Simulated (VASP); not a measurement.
Given:

```
Ba
1.0
   -1.77618     1.77618     1.77618
    1.77618    -1.77618     1.77618
    1.77618     1.77618    -1.77618
Ba
1
Direct
  0.00000   0.00000   0.00000
```

Computed with PBEsol GGA, VASP's PBE PAW potentials (set 64) (plane waves; VASP). Run with 500 eV cut-off, 14×14×14 Γ-centred mesh, first-order Methfessel-Paxton smearing of 0.10 eV, potentials Ba_sv.

Unless said otherwise, spin-orbit coupling is left out, though it shifts the bands of the heavy elements here.

**Question.** Predict the energy per atom (σ→0), pressure, band gap (on the k-mesh) with the smallest direct gap where there is one.

**Answer.** 
```yaml
band gap (on the k-mesh): none (metal, semimetal or under 0.01 eV)
energy per atom (σ→0): 54 meV/atom
pressure: 44.98 GPa
```

The compound is Ba in the bcc structure. It was relaxed first under an external pressure of 45 GPa.
